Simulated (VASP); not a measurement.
Consider the following.

```xyz
8
Lattice="5.4485 0.0000 0.0000 0.0000 5.4485 0.0000 0.0000 0.0000 5.4485" Properties=species:S:1:pos:R:3 pbc="T T T"
Cd     5.4485     5.4485     5.4485
Se     1.4862     1.4862     1.4862
Se     3.9624     3.9624     1.4862
Se     3.9624     1.4862     3.9624
Se     1.4862     3.9624     3.9624
Be     2.7243     2.7243     0.0000
Be     2.7243     5.4485     2.7243
Be     5.4485     2.7243     2.7243
```

Calculation: PBE GGA, VASP's PBE PAW potentials (set 64) (plane waves; VASP). Run with 400 eV cut-off, 4×4×4 Γ-centred mesh, Gaussian smearing of 0.050 eV, potentials Cd Se Be.

### Question
Estimate the energy per atom (σ→0), band gap (on the k-mesh) with the smallest direct gap where there is one.

### Answer

```
Property                                     Result
-----------------------------------  --------------
band gap (on the k-mesh)                    2.60 eV
smallest direct gap (on the k-mesh)         2.60 eV
energy per atom (σ→0)                -3.917 eV/atom
```

The absolute energy has meaning only against runs of the same code, potentials and settings.

The structure was generated: Be3CdSe4 was put into an ordered model structure (P-43m), which need not be its known phase. It was relaxed first.
